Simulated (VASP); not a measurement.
Input:

```yaml
crystal:
  lattice:
    - [0.00000, 2.39000, 2.39000]
    - [2.39000, 0.00000, 2.39000]
    - [2.39000, 2.39000, 0.00000]
  atoms:
    - { symbol: B, position: [0.00000, 0.00000, 0.00000] }
    - { symbol: As, position: [0.25000, 0.25000, 0.25000] }
```

Method: PBE GGA, VASP's PBE PAW potentials (set 64) (plane waves; VASP). Run with 520 eV cut-off, 9×9×9 Monkhorst-Pack mesh, Gaussian smearing of 0.050 eV, potentials B As.

Q: Give the stress tensor in GPa (positive for a compressed cell).

A: 
```
3.15  0.00  0.00
0.00  3.15  0.00
0.00  0.00  3.15
```
The pressure is its mean diagonal, 3.15 GPa.

The compound is BAs in the zinc blende structure. The cell was not relaxed at this level. The run is one of a series of settings (KPOINTS 9×9×9 Monkhorst-Pack mesh against the base run), some of them coarse on purpose.
